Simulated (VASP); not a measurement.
Data:

```xyz
1
Lattice="0.0000 1.9711 1.9711 1.9711 0.0000 1.9711 1.9711 1.9711 0.0000" Properties=species:S:1:pos:R:3 pbc="T T T"
Pt     0.0000     0.0000     0.0000
```

Level of theory: r2SCAN meta-GGA, VASP's PBE PAW potentials (set 64) (plane waves; VASP). Settings: 480 eV cut-off, 14×14×14 Γ-centred mesh, first-order Methfessel-Paxton smearing of 0.10 eV, potentials Pt.

Stress in GPa, positive for a compressed cell; the cube axes lie along x, y and z, and the ions stay on their sites.

| strain | σxx | σyy | σzz |
|---|---|---|---|
| none | 0.03 | 0.03 | 0.03 |
| εxx = -1.0 %, εzz = -1.0 % | 6.30 | 5.02 | 6.30 |
| εxx = +1.0 %, εyy = +1.0 %, εzz = +1.0 % | -7.53 | -7.53 | -7.53 |
| εxx = -2.0 %, εyy = -2.0 % | 13.43 | 13.43 | 10.56 |

Q: Fit C11 and C12 to these rows, and predict the stress for εzz = +4.0 %.

A: Least squares on Δσ_i = −C11 ε_i − C12 (ε_j + ε_k) over all components shown gives C11 = 384 GPa and C12 = 243 GPa, and so σxx, σyy, σzz = -9.70, -9.70, -15.32 GPa. The run gave -8.09, -8.09, -12.13 GPa; the difference holds the non-linear terms and numerical noise.

Left out are shears, moved atoms, failed runs and, from the fit, strains over 2.5 %.

The compound is Pt in the fcc structure.
